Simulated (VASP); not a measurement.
Rb4SrTe3:

```
Rb Sr Te
1.0
     7.45614    0.00000    0.00000
     0.00000    7.45614    0.00000
     0.00000    0.00000    7.45614
Rb Sr Te
4 1 3
Direct
  0.50000 0.00000 0.00000
  0.50000 0.50000 0.50000
  0.00000 0.00000 0.50000
  0.00000 0.50000 0.00000
  0.00000 0.00000 0.00000
  0.00000 0.50000 0.50000
  0.50000 0.00000 0.50000
  0.50000 0.50000 0.00000
```

The cell was built by a generator and needn't be a form met in nature.

```yaml
Program: VASP 6.6.1
Task: single point
Functional: PBE
Potentials_or_basis: VASP PAW PBE potentials, release 64 (Rb_sv, Sr_sv, Te)
Cutoff: 520 eV
k_mesh: 4 × 4 × 4
Occupations: fermi-dirac, width 0.05 eV
Spin: no spin polarisation
```

On this cell: pressure 0.0 GPa; largest force zero by symmetry; band gap on the k mesh none (metal or under the smearing width).

The same run follows on a disturbed copy (atoms moved at random, drawn with an rms of 0.05 Å):

```xyz
8
Lattice="7.4561 0.0000 0.0000 0.0000 7.4561 0.0000 0.0000 0.0000 7.4561" Properties=species:S:1:pos:R:3 pbc="T T T"
Rb    3.7305   -0.0061    0.0078
Rb    3.7312    3.6706    3.7323
Rb   -0.0028    0.0018    3.7378
Rb    0.0339    3.7210   -0.0426
Sr   -0.0228    0.0119    0.0263
Te    0.0470    3.7168    3.7444
Te    3.7759    0.0293    3.7689
Te    3.7372    3.7297   -0.0058
```

What does the disturbed cell give?

The energy (extrapolated to zero smearing) moves by +1.0 meV/atom; pressure 0.0 GPa; largest force 0.122 eV/Å; band gap on the k mesh none (metal or under the smearing width).

Forces on the atoms (eV/Å):
```
Rb  -0.043 -0.001  0.025
Rb   0.053  0.109 -0.013
Rb   0.059 -0.021  0.028
Rb  -0.011  0.036  0.042
Sr  -0.037 -0.004 -0.006
Te  -0.058 -0.002 -0.072
Te  -0.003 -0.106 -0.023
Te   0.040 -0.012  0.019
```
